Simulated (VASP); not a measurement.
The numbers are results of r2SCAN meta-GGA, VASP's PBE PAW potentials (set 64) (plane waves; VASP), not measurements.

A VASP calculation is set up with these files.

INCAR:
```
ALGO  =  Normal
EDIFF  =  1E-7
ENCUT  =  520
ISIF  =  2
ISMEAR  =  1
LASPH  =  .TRUE.
LCHARG  =  .FALSE.
LMAXMIX  =  4
LMIXTAU  =  .TRUE.
LREAL  =  .FALSE.
LWAVE  =  .FALSE.
METAGGA  =  R2SCAN
NELM  =  100
PREC  =  Accurate
SIGMA  =  0.1
SYSTEM  =  Nb
```

File KPOINTS:
```
K-points
0
gamma
15 15 15
```

POSCAR:
```
Nb
1
   -1.6523748829     1.6523748829     1.6523748829
    1.6523748829    -1.6523748829     1.6523748829
    1.6523748829     1.6523748829    -1.6523748829
Nb
1
Direct
  0.0000000000   0.0000000000   0.0000000000
```

POTCAR, in this order: Nb_sv (PBE.64 set). Program: vasp_std.

Output

File OUTCAR:
```
 ion  position               nearest neighbor table
   1  0.000  0.000  0.000-
  LATTYP: Found a body centered cubic cell.
 ALAT       =     3.3047497658
 Subroutine PRICEL returns:
 Original cell was already a primitive cell.
 Subroutine GETGRP returns: Found 48 space group operations
The static configuration has the point symmetry O_h .
The dynamic configuration has the point symmetry O_h .
 Subroutine INISYM returns: Found 48 space group operations
 Subroutine IBZKPT returns following result:
 Found    120 irreducible k-points:

 Following reciprocal coordinates:
            Coordinates               Weight
  0.000000  0.000000  0.000000      1.000000
  0.066667  0.000000  0.000000     12.000000
  0.133333  0.000000  0.000000     12.000000
  0.200000  0.000000  0.000000     12.000000
  0.266667  0.000000  0.000000     12.000000
  0.333333  0.000000  0.000000     12.000000
  0.400000  0.000000  0.000000     12.000000
  0.466667  0.000000  0.000000     12.000000
  0.066667  0.066667  0.000000     24.000000
  0.133333  0.066667  0.000000     48.000000
...
```

OSZICAR:
```
       N       E                     dE             d eps       ncg     rms          rms(c)
DAV:   1     0.984088206594E+02    0.98409E+02   -0.76803E+03  2424   0.132E+03
DAV:   2    -0.256414004891E+02   -0.12405E+03   -0.12095E+03  2564   0.459E+02
DAV:   3    -0.312797270389E+02   -0.56383E+01   -0.53988E+01  3770   0.808E+01
DAV:   4    -0.315770007419E+02   -0.29727E+00   -0.29534E+00  3374   0.170E+01
DAV:   5    -0.315907534989E+02   -0.13753E-01   -0.13740E-01  3784   0.287E+00    0.104E+01
DAV:   6    -0.240352774816E+02    0.75555E+01   -0.45342E+00  3532   0.318E+01    0.128E+00
DAV:   7    -0.250710604428E+02   -0.10358E+01   -0.32761E-01  3060   0.668E+00    0.117E+00
DAV:   8    -0.244540166805E+02    0.61704E+00   -0.62971E-01  3684   0.106E+01    0.136E+00
DAV:   9    -0.248315490578E+02   -0.37753E+00   -0.39966E-01  2716   0.651E+00    0.620E-01
DAV:  10    -0.248388901801E+02   -0.73411E-02   -0.16543E-02  3284   0.140E+00    0.153E-01
DAV:  11    -0.248393753548E+02   -0.48517E-03   -0.71018E-03  2504   0.135E+00    0.102E-01
DAV:  12    -0.248409175222E+02   -0.15422E-02   -0.20272E-03  2480   0.648E-01    0.811E-02
DAV:  13    -0.248411138413E+02   -0.19632E-03   -0.10301E-04  3620   0.122E-01    0.553E-02
DAV:  14    -0.248411263473E+02   -0.12506E-04   -0.33590E-05  2802   0.717E-02    0.376E-02
DAV:  15    -0.248411641048E+02   -0.37758E-04   -0.89756E-05  3650   0.134E-01    0.254E-02
DAV:  16    -0.248411564780E+02    0.76269E-05   -0.17039E-05  3816   0.508E-02    0.145E-02
DAV:  17    -0.248411570825E+02   -0.60451E-06   -0.34652E-06  3628   0.237E-02    0.575E-03
DAV:  18    -0.248411554956E+02    0.15869E-05   -0.51419E-07  2614   0.862E-03    0.128E-03
DAV:  19    -0.248411555972E+02   -0.10160E-06   -0.81921E-08  1420   0.457E-03    0.108E-03
DAV:  20    -0.248411554310E+02    0.16618E-06   -0.68437E-08  1310   0.386E-03    0.296E-04
DAV:  21    -0.248411554246E+02    0.63999E-08   -0.19304E-08  1294   0.229E-03
   1 F= -.24841155E+02 E0= -.24840634E+02  d E =-.156424E-02
```

**OUTCAR**
```
------------------------ aborting loop because EDIFF is reached ----------------------------------------
  FORCE on cell =-STRESS in cart. coord.  units (eV):
  Direction    XX          YY          ZZ          XY          YZ          ZX
  --------------------------------------------------------------------------------------
  Total       -0.0343398     -0.0343398     -0.0343398      0.0000000      0.0000000      0.0000000
  in kB       -3.0487540     -3.0487540     -3.0487540      0.0000000      0.0000000      0.0000000
  external PRESSURE =      -3.0487540 kB  Pullay stress =       0.0000000 kB
  volume of cell :       18.05
      direct lattice vectors                 reciprocal lattice vectors
    -1.652374883  1.652374883  1.652374883     0.000000000  0.302594771  0.302594771
     1.652374883 -1.652374883  1.652374883     0.302594771  0.000000000  0.302594771
     1.652374883  1.652374883 -1.652374883     0.302594771  0.302594771  0.000000000
 POSITION                                       TOTAL-FORCE (eV/Angst)
 -----------------------------------------------------------------------------------
      0.00000      0.00000      0.00000         0.000000      0.000000      0.000000
 -----------------------------------------------------------------------------------
    total drift:                               -0.000000      0.000000      0.000000
  FREE ENERGIE OF THE ION-ELECTRON SYSTEM (eV)
  ---------------------------------------------------
  free  energy   TOTEN  =       -24.8411554246 eV

  energy  without entropy=      -24.8395911828  energy(sigma->0) =      -24.84063401
```
(Selected blocks of OUTCAR.)

File OUTCAR:
```
 val. band max:       11.1267605385   @ k =  -0.4000  -0.4667   0.2000

 cond. band min:      11.1325392033   @ k =  -0.1333   0.2000   0.0667


 Fermi energy:        11.1320974882

 k-point     1 :       0.0000    0.0000    0.0000
  band No.  band energies     occupation
      1     -45.0518      2.00000
      2     -19.5950      2.00000
      3     -19.5950      2.00000
      4     -19.5950      2.00000
      5       4.8249      2.00000
      6      11.5527     -0.00000
      7      11.5527     -0.00000
      8      11.5527     -0.00000
      9      14.6680      0.00000
     10      14.6680      0.00000

 k-point     2 :       0.0667    0.0000    0.0000
  band No.  band energies     occupation
      1     -45.0406      2.00000
      2     -19.6623      2.00000
      3     -19.6152      2.00000
      4     -19.5956      2.00000
      5       5.0168      2.00000
      6      11.4322     -0.00019
      7      11.5209     -0.00000
      8      11.7348     -0.00000
      9      14.4830      0.00000
     10      14.6669      0.00000

 k-point     3 :       0.1333    0.0000    0.0000
  band No.  band energies     occupation
      1     -45.0085      2.00000
      2     -19.8496      2.00000
      3     -19.6718      2.00000
      4     -19.5972      2.00000
      5       5.5562      2.00000
      6      11.1110      1.34800
      7      11.3815     -0.00238
      8      12.2715     -0.00000
      9      14.1457      0.00000
     10      14.6778      0.00000

 k-point     4 :       0.2000    0.0000    0.0000
  band No.  band energies     occupation
      1     -44.9610      2.00000
      2     -20.1184      2.00000
      3     -19.7541      2.00000
      4     -19.5997      2.00000
      5       6.3150      2.00000
      6      10.6806      2.00000
      7      11.1228      1.15686
      8      13.1312     -0.00000
      9      14.0122      0.00000
     10      14.7318      0.00000

 k-point     5 :       0.2667    0.0000    0.0000
...
```

The compound is Nb in the bcc structure. It was relaxed first.
